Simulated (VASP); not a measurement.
# ScPd (Pm-3m) in VASP: phonons with LDA

Aim: the phonons of ScPd with LDA.

Everything below comes from runs of VASP 6.6.1. Logs are shortened: lines on timing, memory, paths and dates and some standing lists are left out, and cuts for length are marked.

**1. Starting point**

It takes space group Pm-3m (No. 221, cubic). The conventional cell has a = 3.231 Å, b = 3.231 Å, c = 3.231 Å, α = 90.00°, β = 90.00°, γ = 90.00°. Around Sc (site symmetry m-3m) lie 8 Pd at 2.80 Å. Pd (site symmetry m-3m) has 8 Sc at 2.80 Å as nearest neighbours.

**2. Phonons, LDA**

The input, INCAR:

```
PREC = Accurate ; ENCUT = 520
EDIFF = 1E-8 ; ISMEAR = -1
SIGMA = 0.15 ; LREAL = False
LASPH = True ; NELM = 100
ALGO = Normal ; ISIF = 2
LWAVE = False ; LCHARG = True
IBRION = 8 ; NSW = 1
```

The input, KPOINTS:

```
Automatic mesh
0
Gamma
  12 12 12
```

The input, POSCAR:

```
ScPd
1.0
    3.2308820288      0.0000000000      0.0000000000
    0.0000000000      3.2308820288      0.0000000000
    0.0000000000      0.0000000000      3.2308820288
Sc Pd
1 1
Direct
    0.5000000000      0.5000000000      0.5000000000
    0.0000000000      0.0000000000      0.0000000000
```

Potentials or basis: VASP PAW LDA potentials, release 64 (Sc_sv, Pd).

On the command line:

```console
$ cat potpaw_LDA.64/Sc_sv/POTCAR potpaw_LDA.64/Pd/POTCAR > POTCAR
$ mpirun -np 1 vasp_std > vasp.out
```

OUTCAR:

```text
PREC = Accurate
   ENCUT = 520
   EDIFF = 1E-8
   ISMEAR = -1
   LREAL = False
   LASPH = True
   NELM = 100
   ISIF = 2
   IBRION = 8
   NSW = 1

 ion  position               nearest neighbor table
   1  0.500  0.500  0.500-   2 2.80   2 2.80   2 2.80   2 2.80   2 2.80   2 2.80   2 2.80   2 2.80

   2  0.000  0.000  0.000-   1 2.80   1 2.80   1 2.80   1 2.80   1 2.80   1 2.80   1 2.80   1 2.80

  LATTYP: Found a simple cubic cell.
 ALAT       =     3.2308820288

  Lattice vectors:

 A1 = (   3.2308820288,   0.0000000000,   0.0000000000)
 A2 = (   0.0000000000,   3.2308820288,   0.0000000000)
 A3 = (   0.0000000000,   0.0000000000,   3.2308820288)

Analysis of symmetry for initial positions (statically):
=====================================================================
 Subroutine PRICEL returns:
 Original cell was already a primitive cell.

 Routine SETGRP: Setting up the symmetry group for a
 simple cubic supercell.

 Subroutine GETGRP returns: Found 48 space group operations
 (whereof 48 operations were pure point group operations)
 out of a pool of 48 trial point group operations.

The static configuration has the point symmetry O_h .

Analysis of symmetry for dynamics (positions and initial velocities):
=====================================================================
 Subroutine PRICEL returns:
 Original cell was already a primitive cell.

 Routine SETGRP: Setting up the symmetry group for a
 simple cubic supercell.

 Subroutine GETGRP returns: Found 48 space group operations
 (whereof 48 operations were pure point group operations)
 out of a pool of 48 trial point group operations.

The dynamic configuration has the point symmetry O_h .

 Subroutine INISYM returns: Found 48 space group operations
 (whereof 48 operations are pure point group operations),
 and found     1 'primitive' translations

----------------------------------------------------------------------------------------

                                     Primitive cell

  volume of cell :      33.7259

  direct lattice vectors                    reciprocal lattice vectors
     3.230882029  0.000000000  0.000000000     0.309513003  0.000000000  0.000000000
     0.000000000  3.230882029  0.000000000     0.000000000  0.309513003  0.000000000
     0.000000000  0.000000000  3.230882029     0.000000000  0.000000000  0.309513003

  length of vectors
     3.230882029  3.230882029  3.230882029     0.309513003  0.309513003  0.309513003

  position of ions in fractional coordinates (direct lattice)
     0.500000000  0.500000000  0.500000000
     0.000000000  0.000000000  0.000000000

  ion indices of the primitive-cell ions
   primitive index   ion index
                 1           1
                 2           2

----------------------------------------------------------------------------------------

 KPOINTS: Automatic mesh

Automatic generation of k-mesh.
 Grid dimensions read from file:
 generate k-points for:   12   12   12

 Generating k-lattice:

  Cartesian coordinates                     Fractional coordinates (reciprocal lattice)
     0.025792750  0.000000000  0.000000000     0.083333333  0.000000000  0.000000000
     0.000000000  0.025792750  0.000000000     0.000000000  0.083333333  0.000000000
     0.000000000  0.000000000  0.025792750     0.000000000  0.000000000  0.083333333

  Length of vectors
     0.025792750  0.025792750  0.025792750

  Shift w.r.t. Gamma in fractional coordinates (k-lattice)
     0.000000000  0.000000000  0.000000000

 Subroutine IBZKPT returns following result:
 ===========================================

 Found     84 irreducible k-points:

[... 83 lines left out ...]

 number of electron      20.9999996 magnetization

 Free energy of the ion-electron system (eV)
  ---------------------------------------------------
  ext. energy  EPLUGINS =         0.00000000
  ---------------------------------------------------
  free energy    TOTEN  =       -15.09226461 eV

  energy without entropy =      -14.98490595  energy(sigma->0) =      -15.03858528

 E-fermi :   7.7627     XC(G=0): -12.2723

 val. band max:        7.7575790387   @ k =   0.5000   0.5000   0.1667
 cond. band min:       7.7897865768   @ k =   0.4167   0.0000   0.0000
 fundamental gap:      0.0322075380
 Fermi energy:         7.7626517212

 k-point     1 :       0.0000    0.0000    0.0000
  band No.  band energies     occupation
      1     -41.3336      2.00000
      2     -20.1989      2.00000
      3     -20.1989      2.00000
      4     -20.1989      2.00000
      5       0.7849      2.00000
      6       2.7500      2.00000
      7       2.7500      2.00000
      8       4.7390      2.00000
      9       4.7390      2.00000
     10       4.7390      2.00000
     11       8.9582      0.00069
     12       8.9582      0.00069
     13      11.2067      0.00000
     14      11.2067      0.00000
[... 377 lines left out ...]
      1     -41.2909      2.00000
      2     -20.4188      2.00000
      3     -20.3661      2.00000
      4     -20.1642      2.00000
      5       2.8815      2.00000
      6       3.0507      2.00000
      7       4.0337      2.00000
      8       4.1920      2.00000
      9       4.8758      2.00000
     10       6.1354      1.99996
     11       7.9244      0.50758
     12       8.9564      0.00070
     13       9.2476      0.00010
     14      10.4779      0.00000

 [... further k-points ...]

------------------------ aborting loop because EDIFF is reached ----------------------------------------

  FORCE on cell =-STRESS in cart. coord.  units (eV):
  Direction    XX          YY          ZZ          XY          YZ          ZX
  --------------------------------------------------------------------------------------
  -------------------------------------------------------------------------------------
  Total        0.1077398      0.1077398      0.1077398      0.0000000     -0.0000000      0.0000000
  in kB        5.1182725      5.1182725      5.1182725      0.0000000     -0.0000000      0.0000000
  external PRESSURE =       5.1182725 kB  Pullay stress =       0.0000000 kB

 VOLUME and BASIS-vectors are now :
 -----------------------------------------------------------------------------
  energy-cutoff  :      520.00
  volume of cell :       33.73
      direct lattice vectors                 reciprocal lattice vectors
     3.230882029  0.000000000  0.000000000     0.309513003  0.000000000  0.000000000
     0.000000000  3.230882029  0.000000000     0.000000000  0.309513003  0.000000000
     0.000000000  0.000000000  3.230882029     0.000000000  0.000000000  0.309513003

 POSITION                                       TOTAL-FORCE (eV/Angst)
 -----------------------------------------------------------------------------------
      1.61544      1.61544      1.61544         0.000000      0.000000      0.000000
      0.00000      0.00000      0.00000         0.000000      0.000000      0.000000
 -----------------------------------------------------------------------------------
    total drift:                                0.000000      0.000000     -0.000000

  FREE ENERGIE OF THE ION-ELECTRON SYSTEM (eV)
  ---------------------------------------------------
  free  energy   TOTEN  =       -15.0922646077 eV

  energy  without entropy=      -14.9849059520  energy(sigma->0) =      -15.03858528

[... ionic steps 2 to 3 ...]

--------------------------------------- Ionic step        4  -------------------------------------------

------------------------ aborting loop because EDIFF is reached ----------------------------------------

[... ionic steps 5 to 6 ...]

--------------------------------------- Ionic step        7  -------------------------------------------

 Free energy of the ion-electron system (eV)
  ---------------------------------------------------
  ---------------------------------------------------
  free energy    TOTEN  =        -0.25448278 eV

  energy without entropy =       -0.25448272

------------------------ aborting loop because EDIFF is reached ----------------------------------------

 INTERNAL STRAIN TENSOR  FOR ION    2  DIRECTION 1   (eV/Angst):
 -----------------------------------------------------------------------------
     0.03157 -0.00000  0.00000
    -0.00000 -0.00786 -0.00000
     0.00000 -0.00000 -0.00786

 INTERNAL STRAIN TENSOR FOR ION    2 for displacements in x,y,z  (eV/Angst):
          X           Y           Z          XY          YZ          ZX
  --------------------------------------------------------------------------------
  x     0.00000     0.00000     0.00000     0.00000     0.00000     0.00000
  y     0.00000     0.00000     0.00000     0.00000     0.00000     0.00000
  z     0.00000     0.00000     0.00000     0.00000     0.00000     0.00000

 SECOND DERIVATIVES (NOT SYMMETRIZED)
 ------------------------------------
               1X          1Y          1Z          2X          2Y          2Z
  1X    -3.582328   -0.000000    0.000000    3.582328    0.000000   -0.000000
  1Y    -0.000000   -3.582328    0.000000    0.000000    3.582328   -0.000000
  1Z     0.000000   -0.000000   -3.582328    0.000000    0.000000    3.582328
  2X     3.586995    0.000000   -0.000000   -3.586995   -0.000000    0.000000
  2Y     0.000000    3.586995   -0.000000   -0.000000   -3.586995    0.000000
  2Z    -0.000000   -0.000000    3.586995    0.000000    0.000000   -3.586995

 Eigenvectors and eigenvalues of the dynamical matrix
 ----------------------------------------------------

   1 f  =    5.264298 THz    33.076561 2PiTHz  175.598085 cm-1    21.771378 meV
             X         Y         Z           dx          dy          dz
      1.615441  1.615441  1.615441    -0.796462   -0.261521   -0.000000
      0.000000  0.000000  0.000000     0.518001    0.170087   -0.000000
[... 21 lines left out ...]
   6 f/i=    0.001566 THz     0.009840 2PiTHz    0.052238 cm-1     0.006477 meV
             X         Y         Z           dx          dy          dz
      1.615441  1.615441  1.615441     0.534700   -0.000000   -0.106537
      0.000000  0.000000  0.000000     0.822139   -0.000000   -0.163809

--------------------------------------------------------------------------------------------------------

 ELASTIC MODULI CONTR FROM IONIC RELAXATION (kBar)
 Direction    XX          YY          ZZ          XY          YZ          ZX
 --------------------------------------------------------------------------------
 XX           0.0000      0.0000      0.0000      0.0000      0.0000      0.0000
 YY           0.0000      0.0000      0.0000      0.0000      0.0000      0.0000
 ZZ           0.0000      0.0000      0.0000      0.0000      0.0000      0.0000
 XY           0.0000      0.0000      0.0000      0.0000      0.0000      0.0000
 YZ           0.0000      0.0000      0.0000      0.0000      0.0000      0.0000
 ZX           0.0000      0.0000      0.0000      0.0000      0.0000      0.0000
 --------------------------------------------------------------------------------
```

It took 4 min on 1 thread of Intel Xeon Platinum 8259CL at 2.50GHz (Skylake/Cascade Lake), shared host; peak memory 0.35 GiB.

Results:

```
Highest phonon frequency at Γ, LO-TO splitting left out : 176 cm⁻¹
```

Phonon frequencies in cm⁻¹ (negative: imaginary):
| q point | frequencies |
| --- | --- |
| (0.000, 0.000, 0.000) | 0 0 0 176 176 176 |
